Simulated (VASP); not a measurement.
# Co2Cl with TPSS + D3(BJ): from relaxation to properties, part 4 of 4

Wanted: the relaxed cell of Co2Cl and its properties. The cell is invented: other elements were put on sites of a known structure type. It may not be a known or stable phase. Left out of this account: 3 further runs (self-consistent run: a volume scan without its fit; self-consistent run: a spoilt try).

VASP 6.6.1, plane waves and PAW; the level of theory is named at each step.

So far. Step 5 (Bands along the symmetry lines (TPSS + D3(BJ))): Of the bands kept, 3 cross the Fermi level on this path. The relaxed cell has a = 2.748, c = 5.633 Å (conventional setting).

**6. Total and projected DOS (TPSS + D3(BJ))**

Level of this step: TPSS with D3(BJ), spin-polarised from an antiferromagnetic start; plane waves and PAW (Co, Cl); invented cell (VASP).

A density of states needs more k-points than a total energy; ISMEAR = -5 takes tetrahedra, and LORBIT projects the states on the PAW spheres. The mesh is finer than in the run before.

Input file INCAR:

```
SYSTEM = Co2Cl
PREC = Accurate
ENCUT = 400
EDIFF = 1E-06
NELM = 100
ISMEAR = -5
SIGMA = 0.05
LREAL = .FALSE.
ALGO = Normal
METAGGA = TPSS
IVDW = 12
LASPH = .TRUE.
NBANDS = 27
ISPIN = 2
MAGMOM = 1.874 -1.874 0
LMAXMIX = 4
LORBIT = 11
LWAVE = .FALSE.
LCHARG = .FALSE.
NEDOS = 2001
```

Input file POSCAR:

```
Co2Cl
1.0
    2.7475876590      0.0000000000      0.0000000000
    0.0000000000      2.7475876590      0.0000000000
    0.0000000000      0.0000000000      5.6325557238
Co Cl
2 1
Direct
    0.5000000000      0.5000000000      0.7048318973
    0.5000000000      0.5000000000      0.2951681027
    0.0000000000      0.0000000000      0.0000000000
```

Input file KPOINTS:

```
Automatic mesh
0
Gamma
12 12 6
0 0 0
```

The projector-augmented-wave data sets are Co and Cl (PBE family, release 64).

Started as:

```
> mpirun -np 1 vasp_std
```

The program printed:

```text
[... set-up lines as in an earlier step ...]
 entering main loop
       N       E                     dE             d eps       ncg     rms          rms(c)
DAV:   1     0.149995506910E+03    0.15000E+03   -0.92611E+03 12300   0.960E+02
DAV:   2    -0.129220583301E+02   -0.16292E+03   -0.14912E+03 13231   0.264E+02
DAV:   3    -0.309400617921E+02   -0.18018E+02   -0.17193E+02 14989   0.951E+01
DAV:   4    -0.315825294638E+02   -0.64247E+00   -0.63844E+00 15876   0.197E+01
DAV:   5    -0.316147383858E+02   -0.32209E-01   -0.32189E-01 18632   0.421E+00    0.223E+01
DAV:   6    -0.360561932167E+02   -0.44415E+01   -0.62182E+01 14027   0.923E+01    0.192E+01
DAV:   7    -0.339489870051E+02    0.21072E+01   -0.20999E+01 15137   0.485E+01    0.707E+00
DAV:   8    -0.339949852522E+02   -0.45998E-01   -0.87412E-01 14575   0.634E+00    0.515E+00
DAV:   9    -0.339938409450E+02    0.11443E-02   -0.14021E-01 18504   0.319E+00    0.186E+00
DAV:  10    -0.339962589640E+02   -0.24180E-02   -0.29461E-02 14232   0.112E+00    0.603E-01
DAV:  11    -0.339931409044E+02    0.31181E-02   -0.83977E-03 16228   0.690E-01    0.308E-01
DAV:  12    -0.339941671994E+02   -0.10263E-02   -0.38607E-03 15903   0.466E-01    0.182E-01
DAV:  13    -0.339944548192E+02   -0.28762E-03   -0.72728E-04 17920   0.201E-01    0.108E-01
DAV:  14    -0.339946342143E+02   -0.17940E-03   -0.76069E-04 17164   0.327E-01    0.557E-02
DAV:  15    -0.339946246488E+02    0.95655E-05   -0.10943E-04 14926   0.108E-01    0.319E-02
DAV:  16    -0.339946177787E+02    0.68701E-05   -0.94013E-06 15562   0.325E-02    0.189E-02
DAV:  17    -0.339946094044E+02    0.83744E-05   -0.63228E-06  8841   0.169E-02    0.627E-03
DAV:  18    -0.339946093297E+02    0.74683E-07   -0.11459E-06  6810   0.116E-02
   1 F= -.35565109E+02 E0= -.35565109E+02  d E =0.000000E+00  mag=     0.0000
 -----------------------------------------------------------------------------
|                                                                             |
|           W    W    AA    RRRRR   N    N  II  N    N   GGGG   !!!           |
|           W    W   A  A   R    R  NN   N  II  NN   N  G    G  !!!           |
|           W    W  A    A  R    R  N N  N  II  N N  N  G       !!!           |
|           W WW W  AAAAAA  RRRRR   N  N N  II  N  N N  G  GGG   !            |
|           WW  WW  A    A  R   R   N   NN  II  N   NN  G    G                |
|           W    W  A    A  R    R  N    N  II  N    N   GGGG   !!!           |
|                                                                             |
|     Tetrahedron method does not include variations of the Fermi             |
|     occupations, so forces and stress will be inaccurate. We suggest        |
|     using a different smearing scheme ISMEAR = 1 or 2 for metals in         |
|     relaxations.                                                            |
|                                                                             |
 -----------------------------------------------------------------------------
```

It took 12 min on 1 MPI rank of Intel Xeon Platinum 8488C (Sapphire Rapids), shared host; peak memory 0.26 GiB.

From OUTCAR (step 6):

```text
   k-points           NKPTS =    112   k-points in BZ     NKDIM =    112   number of bands    NBANDS=     27

   NELECT =      25.0000    total number of electrons

 E-fermi :   8.4410

 spin component 1
 k-point     1 :       0.0000    0.0000    0.0000
  band No.  band energies     occupation
    ...
      8       6.0097      1.00000
      9       6.1953      1.00000
     10       6.5167      1.00000
     11       6.5167      1.00000
     12       6.8502      1.00000
     13       8.8218      0.00000
     14       8.8218      0.00000
     15       9.0159      0.00000
     16      13.3303      0.00000
     17      13.7067      0.00000
    ...

 k-point     2 :       0.0833    0.0000    0.0000
  band No.  band energies     occupation
    ...
      8       5.9893      1.00000
      9       6.1369      1.00000
     10       6.4286      1.00000
     11       6.5412      1.00000
     12       6.8960      1.00000
     13       8.7261      0.00000
     14       8.8039      0.00000
     15       8.9988      0.00000
     16      13.6029      0.00000
     17      13.8185      0.00000
    ...

 Edisp (eV)   -1.57050

  Total       0.03274     0.03274    -0.07197     0.00000     0.00000     0.00000
  in kB       1.23380     1.23380    -2.71173     0.00000     0.00000     0.00000
  external pressure =       -0.08 kB  Pullay stress =        0.00 kB

 POSITION                                       TOTAL-FORCE (eV/Angst)
 -----------------------------------------------------------------------------------
      1.37379      1.37379      3.97000         0.000000      0.000000      0.021372
      1.37379      1.37379      1.66255        -0.000000     -0.000000     -0.021372
      0.00000      0.00000      0.00000         0.000000      0.000000      0.000000
 -----------------------------------------------------------------------------------
    total drift:                                0.000000      0.000000     -0.000000

  FREE ENERGIE OF THE ION-ELECTRON SYSTEM (eV)
  ---------------------------------------------------
  free  energy   TOTEN  =       -35.5651087543 eV

  energy  without entropy=      -35.5651087543  energy(sigma->0) =      -35.56510875

 magnetization (x)
# of ion       s       p       d       tot
------------------------------------------
    1        0.012   0.008   1.859   1.879
    2       -0.012  -0.008  -1.859  -1.879
    3        0.000   0.000   0.000   0.000
--------------------------------------------------
tot          0.000   0.000  -0.000  -0.000

[... 6 parts as in an earlier step ...]

[... 10 further parts left out ...]
```

With tetrahedra the forces and stress of a metal are not exact derivatives of the energy.

Numbers from this step:

- SCF cycles: 18
- irreducible k-points: 112
- free energy (TOTEN): -35.57 eV
- Fermi energy: 8.441 eV
- pressure: -0.008138 GPa
- DOS at the Fermi level: 4.209 states/eV/cell

The density of states has structure finer than the step of the table below, so its rows give means over 0.5 eV, whole bins alone (the curve runs from -12.0 to 6.72 eV). Peaks (eV: height): total -2.78: 18.2, -2.59: 20.6, -2.43: 7.99, -0.52: 6.28, 0.20: 9.71; Co d -2.78: 15.6, -2.59: 18.2, -2.43: 6.91, -0.52: 5.54, 0.20: 8.58; Cl p -8.51: 0.914, -7.16: 1.27, -6.46: 0.803, -3.92: 0.628, -2.59: 0.482, -2.22: 0.483, -1.99: 0.636.

States under -12.0 eV and over 6.7 eV are left out; both spin channels agree and are summed. Table of density of states by energy, zero at the Fermi level; means over each step; values in states/eV/cell:

```csv
energy (eV),total,Co d,Cl p
-10.5,0,0,0
-10.0,0.113,0.00334,0.0529
-9.5,0.571,0.0196,0.270
-9.0,0.906,0.0336,0.412
-8.5,1.57,0.0737,0.729
-8.0,1.03,0.0614,0.491
-7.5,1.40,0.109,0.684
-7.0,1.66,0.173,0.825
-6.5,1.14,0.190,0.555
-6.0,0.532,0.0766,0.262
-5.5,0.538,0.0889,0.254
-5.0,0.557,0.116,0.239
-4.5,0.798,0.218,0.308
-4.0,1.89,0.734,0.440
-3.5,3.44,2.19,0.306
-3.0,7.13,6.02,0.174
-2.5,7.49,6.46,0.218
-2.0,4.20,3.21,0.393
-1.5,2.98,2.35,0.111
-1.0,3.33,2.67,0.0866
-0.5,3.08,2.65,0.0677
0.0,5.74,5.08,0.174
0.5,3.85,3.31,0.200
1.0,1.09,0.598,0.0846
1.5,0.685,0.265,0.0363
2.0,0.424,0.105,0.0152
2.5,0.618,0.141,0.0286
3.0,1.29,0.267,0.0894
3.5,1.78,0.308,0.157
4.0,1.21,0.174,0.122
4.5,0.917,0.122,0.0807
5.0,0.754,0.101,0.0477
5.5,0.884,0.105,0.0511
6.0,1.18,0.127,0.0720
```

The finer mesh and the other smearing move the Fermi level by +0.03 eV from the 8×8×4 run, a small shift, which tests the Fermi level alone. Of the states within 0.3 eV of the Fermi level, the largest shares in the PAW spheres are Co d 89 %. The rest lies in smaller channels or between the spheres.

**7. Band structure (TB-mBJ)**

This step: TB-mBJ, spin-polarised from an antiferromagnetic start; plane waves and PAW (Co, Cl); invented cell (VASP 6.6.1).

The mesh alone shows little of the dispersion and can miss band extrema, so KPOINTS_OPT adds a path through the symmetry points after the self-consistent cycle. TB-mBJ is a local potential fitted to gaps: it costs far less than a hybrid but gives no energy.

Input file INCAR:

```
SYSTEM = Co2Cl
PREC = Accurate
ENCUT = 400
EDIFF = 1E-06
NELM = 150
ISMEAR = -1
SIGMA = 0.05
LREAL = .FALSE.
ALGO = Normal
METAGGA = MBJ
LASPH = .TRUE.
NBANDS = 27
ISPIN = 2
MAGMOM = 1.874 -1.874 0
LMAXMIX = 4
LORBIT = 11
LWAVE = .FALSE.
LCHARG = .FALSE.
```

POSCAR is that of step 6.

Input file KPOINTS:

```
Automatic mesh
0
Gamma
8 8 4
0 0 0
```

Input file KPOINTS_OPT:

```
Line mode
16
Line-mode
Reciprocal
  0.00000000   0.00000000   0.00000000 GAMMA
  0.00000000   0.50000000   0.00000000 X

  0.00000000   0.50000000   0.00000000 X
  0.50000000   0.50000000   0.00000000 M

  0.50000000   0.50000000   0.00000000 M
  0.00000000   0.00000000   0.00000000 GAMMA

  0.00000000   0.00000000   0.00000000 GAMMA
  0.00000000   0.00000000   0.50000000 Z

  0.00000000   0.00000000   0.50000000 Z
  0.00000000   0.50000000   0.50000000 R

  0.00000000   0.50000000   0.50000000 R
  0.50000000   0.50000000   0.50000000 A

  0.50000000   0.50000000   0.50000000 A
  0.00000000   0.00000000   0.50000000 Z

  0.00000000   0.50000000   0.00000000 X
  0.00000000   0.50000000   0.50000000 R

  0.50000000   0.50000000   0.00000000 M
  0.50000000   0.50000000   0.50000000 A
```

Started as:

```
> mpirun -np 1 vasp_std
```

The program printed:

```text
[... set-up lines as in an earlier step ...]
 entering main loop
       N       E                     dE             d eps       ncg     rms          rms(c)
DAV:   1     0.346166384841E+03    0.34617E+03   -0.86648E+03  4868   0.847E+02
DAV:   2     0.200099531119E+03   -0.14607E+03   -0.13264E+03  5032   0.212E+02
DAV:   3     0.189690513618E+03   -0.10409E+02   -0.10004E+02  5736   0.618E+01
DAV:   4     0.189478532233E+03   -0.21198E+00   -0.21147E+00  5694   0.868E+00
[...]
DAV:   8     0.194523155120E+03    0.99265E+00   -0.20710E+01  6951   0.317E+01    0.125E+01
DAV:   9     0.199017899948E+03    0.44947E+01   -0.16018E+01  6398   0.340E+01    0.731E+00
DAV:  10     0.200178270249E+03    0.11604E+01   -0.12799E+00  5564   0.908E+00    0.605E+00
[... 124 further cycles ...]
DAV: 135     0.149282951328E+04    0.46648E+04   -0.36235E+04  5672   0.483E+03    0.107E+03
DAV: 136     0.292776150901E+04    0.14349E+04   -0.33826E+04  4908   0.368E+04    0.434E+02
DAV: 137     0.520633322589E+03   -0.24071E+04   -0.96604E+03  7412   0.148E+03    0.651E+02
DAV: 138     0.188966209078E+03   -0.33167E+03   -0.61814E+03  7651   0.373E+03    0.353E+02
[...]
DAV: 142     0.148923378448E+03    0.42587E+02   -0.16823E+03  8502   0.265E+02    0.495E+02
DAV: 143    -0.344249493516E+01   -0.15237E+03   -0.35849E+03  8240   0.407E+02    0.539E+02
DAV: 144    -0.495814625279E+04   -0.49547E+04   -0.47689E+04  8791   0.115E+03BRMIX: very serious problems
 the old and the new charge density differ
 old charge density:    25.00000 new   25.00052
    0.708E+02
DAV: 145    -0.402821233306E+04    0.92993E+03   -0.35264E+04  8608   0.945E+02BRMIX: very serious problems
 the old and the new charge density differ
 old charge density:    25.00052 new   25.00848
    0.682E+02
DAV: 146     0.105150277789E+03    0.41334E+04   -0.78961E+03  5551   0.151E+03BRMIX: very serious problems
 the old and the new charge density differ
 old charge density:    25.00848 new   25.00905
    0.628E+02
DAV: 147    -0.433550229974E+03   -0.53870E+03   -0.66527E+03  6257   0.130E+03BRMIX: very serious problems
 the old and the new charge density differ
 old charge density:    25.00905 new   25.00707
    0.540E+02
DAV: 148    -0.454484353213E+03   -0.20934E+02   -0.19196E+04  9066   0.239E+03BRMIX: very serious problems
 the old and the new charge density differ
 old charge density:    25.00707 new   25.00541
    0.888E+02
DAV: 149    -0.759077754946E+04   -0.71363E+04   -0.66921E+04  8276   0.203E+03BRMIX: very serious problems
 the old and the new charge density differ
 old charge density:    25.00541 new   25.02000
    0.116E+03
DAV: 150     0.197270490938E+03    0.77880E+04   -0.86478E+03  6601   0.441E+02
 -----------------------------------------------------------------------------
|                                                                             |
|           W    W    AA    RRRRR   N    N  II  N    N   GGGG   !!!           |
|           W    W   A  A   R    R  NN   N  II  NN   N  G    G  !!!           |
|           W    W  A    A  R    R  N N  N  II  N N  N  G       !!!           |
|           W WW W  AAAAAA  RRRRR   N  N N  II  N  N N  G  GGG   !            |
|           WW  WW  A    A  R   R   N   NN  II  N   NN  G    G                |
|           W    W  A    A  R    R  N    N  II  N    N   GGGG   !!!           |
|                                                                             |
|     The electronic self-consistency was not achieved in the given           |
|     number of steps (NELM). The forces and other quantities evaluated       |
|     might not be reliable so examine the results carefully. If you find     |
|     spurious results, we suggest increasing NELM, if you were close to      |
|     convergence or switching to a different ALGO or adjusting the           |
|     density mixing parameters otherwise.                                    |
|                                                                             |
 -----------------------------------------------------------------------------

BRMIX: very serious problems
 the old and the new charge density differ
 old charge density:    25.02000 new   25.10358
   1 F= 0.19727049E+03 E0= 0.19727843E+03  d E =-.158816E-01  mag=    -0.0000
 Start KPOINTS_OPT (optional k-point list driver)
k-point batch [1-45\144]
       N       E                     dE             ncg
DAV:   1    -0.183072915894E+07   -0.18609E+07     8169
DAV:   2    -0.192503377201E+07   -0.94305E+05     5511
DAV:   3    -0.193237267476E+07   -0.73389E+04     6110
DAV:   4    -0.193279690555E+07   -0.42423E+03     8184
[...]
DAV:  10    -0.193282049090E+07   -0.29688E-04     7552
DAV:  11    -0.193282049090E+07   -0.31497E-05     7048
DAV:  12    -0.193282049090E+07   -0.33434E-06     5616
[...]
k-point batch [136-144\144]
       N       E                     dE             ncg
DAV:   1    -0.337792802692E+06   -0.37593E+06     1657
DAV:   2    -0.355889652472E+06   -0.18097E+05     1015
DAV:   3    -0.357391309060E+06   -0.15017E+04     1238
DAV:   4    -0.357478126001E+06   -0.86817E+02     1512
[...]
DAV:   9    -0.357483460290E+06   -0.41820E-04     1848
DAV:  10    -0.357483460291E+06   -0.15983E-05     1584
DAV:  11    -0.357483460291E+06   -0.76892E-07     1440
```

Run time: 22 min. Hardware: 1 MPI rank; peak memory 0.22 GiB.

Parts of OUTCAR (step 7):

```text
 spin component 1
 k-point     1 :       0.0000    0.0000    0.0000
  band No.  band energies     occupation
    ...
      8      18.0440      1.00000
      9      23.3160      1.00000
     10      25.8831      1.00000
     11      29.3385      1.00000
     12      30.8207      0.99419
     13      31.8920      0.00000
     14      33.5639      0.00000
     15      34.3049      0.00000
     16      35.0130      0.00000
     17      36.1266      0.00000
    ...

 k-point     2 :       0.1250    0.0000    0.0000
  band No.  band energies     occupation
    ...
      9      23.9163      1.00000
     10      26.7225      1.00000
     11      28.1204      1.00000
     12      29.7487      1.00000
     13      30.8177      0.99453
     14      32.5276      0.00000
     15      34.6946      0.00000
     16      35.2388      0.00000
     17      35.8365      0.00000
     18      36.2458      0.00000
    ...

  Total      204.3823605    204.3823605    259.9676940      0.0000000      0.0000000      0.0000000
  in kB     7700.9691226   7700.9691226   9795.3814569      0.0000000      0.0000000      0.0000000
  external PRESSURE =    8399.1065674 kB  Pullay stress =       0.0000000 kB

 POSITION                                       TOTAL-FORCE (eV/Angst)
 -----------------------------------------------------------------------------------
      1.37379      1.37379      3.97000         0.000000      0.000000    -95.905030
      1.37379      1.37379      1.66255        -0.000000      0.000000     95.905030
      0.00000      0.00000      0.00000         0.000000      0.000000      0.000000
 -----------------------------------------------------------------------------------
    total drift:                               -0.000000     -0.000000     -0.000000

  FREE ENERGIE OF THE ION-ELECTRON SYSTEM (eV)
  ---------------------------------------------------
  free  energy   TOTEN  =       197.2704909379 eV

  energy  without entropy=      197.2863725712  energy(sigma->0) =      197.27843175

 magnetization (x)
# of ion       s       p       d       tot
------------------------------------------
    1       -0.307  -0.460  -4.352  -5.119
    2        0.307   0.460   4.352   5.119
    3        0.000   0.000   0.000   0.000
--------------------------------------------------
tot         -0.000   0.000   0.000  -0.000

[... 8 parts as in an earlier step ...]

[... 16 further parts left out ...]
[key lines of the parts left out:]
E-fermi :  31.0778
```

The electronic loop ended without reaching EDIFF, so its numbers are not used.

**8. What came out**

| Quantity | Value |
| --- | --- |
| relaxed volume | 14.17 Å³/atom |
| relaxed conventional cell a, b, c | 2.748, 2.748, 5.633 Å |
| space group after relaxing, within 0.02 Å | P4/mmm (No. 123) |
| moment of the cell (12×12×6 mesh) | 0 μB |
| largest site moment (12×12×6 mesh) | 1.88 μB on Co1 |
| band gap | none, a metal |
| DOS at the Fermi level | 4.21 states/eV/cell |

In words: With TPSS + D3(BJ), Co2Cl relaxes to 14.17 Å³/atom in space group P4/mmm, comes out as a metal and keeps moments of up to 1.88 μB (12×12×6 mesh). Not obtained: band structure (TB-mBJ), because the run did not converge. Bands along the symmetry lines (TPSS + D3(BJ)): Of the bands kept, 3 cross the Fermi level on this path. The k-sampling is coarse for a metal, so the Fermi level, moments, pressures and the shape of the cell carry errors. Only the typed magnetic starts were tried, so the magnetic ground state may differ and with it the other results. No search among competing phases was made. All values are for a static lattice at zero temperature.

[Lines on the potential files, build, host, timing and source positions are cut from VASP's logs without a mark.]

[Logs are printed without paths, hosts, clocks, repeated set-up lines and the standing remarks that a program may print on its own settings, such as how far it seeks lower states.]

[Hosts, paths, dates, database ids (printed as entryN), source tags and the programs' standing remarks are cut or masked in the printed files.]

[A measured line is paired with the nearest computed mode of its activity, which favours agreement.]
